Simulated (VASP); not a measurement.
Consider the following.

```
CELL_PARAMETERS angstrom
      2.88870     0.00000     0.00000
      0.00000     2.88870     0.00000
      0.00000     0.00000     2.88870
ATOMIC_POSITIONS crystal
  Zn 0.50000 0.50000 0.50000
  Cu 0.00000 0.00000 0.00000
```

Level of theory: TPSS meta-GGA, VASP's PBE PAW potentials (set 64) (plane waves; VASP 6.6.1). Run with 520 eV cut-off, 12×12×12 Γ-centred mesh, first-order Methfessel-Paxton smearing of 0.10 eV, potentials Zn Cu.

Q: Give the stress tensor in GPa (positive for a compressed cell).

A: 
```
4.88  0.00  0.00
0.00  4.88  0.00
0.00  0.00  4.88
```
The pressure is its mean diagonal, 4.88 GPa.

The compound is CuZn in the CsCl type structure. This cell is one point of a volume scan, at 0.97 of the reference volume. The electron count is odd and the run is not spin-polarised, which forces a metal.
